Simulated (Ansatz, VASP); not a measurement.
Two plane-wave programs on Rb2Si2S

```
Rb Si S
1.0
     5.11890    0.00000    0.00000
     0.00000    5.11890    0.00000
     0.00000    0.00000    6.25276
Rb Si S
2 2 1
Direct
  0.00000 0.00000 0.00000
  0.50000 0.50000 0.50000
  0.00000 0.50000 0.00000
  0.50000 0.00000 0.00000
  0.50000 0.50000 0.00000
```

Alike in both runs: task single point; functional PBE; k mesh 4 × 4 × 4; occupations gaussian, width 0.1 eV; no spin polarisation.

```csv
,VASP,Ansatz
version,VASP 6.6.1,Ansatz 0.2.0
potentials or method,"VASP PAW PBE potentials, release 64 (Rb_sv, Si, S)","scalar-relativistic, plane waves, PAW"
plane-wave cutoff (eV),520,420
valence electrons in the cell,32,32
```

|  | VASP | Ansatz | Ansatz less VASP |
| --- | --- | --- | --- |
| gap on the k mesh at the Fermi level (eV) | none | none | - |
| pressure (GPa) | 7.2 | 7.1 | -0.09 |
| largest component of the traceless stress (GPa) | 6.14 | 6.08 | -0.066 |

A gap of «none» marks a metal or a gap that the smearing closes.
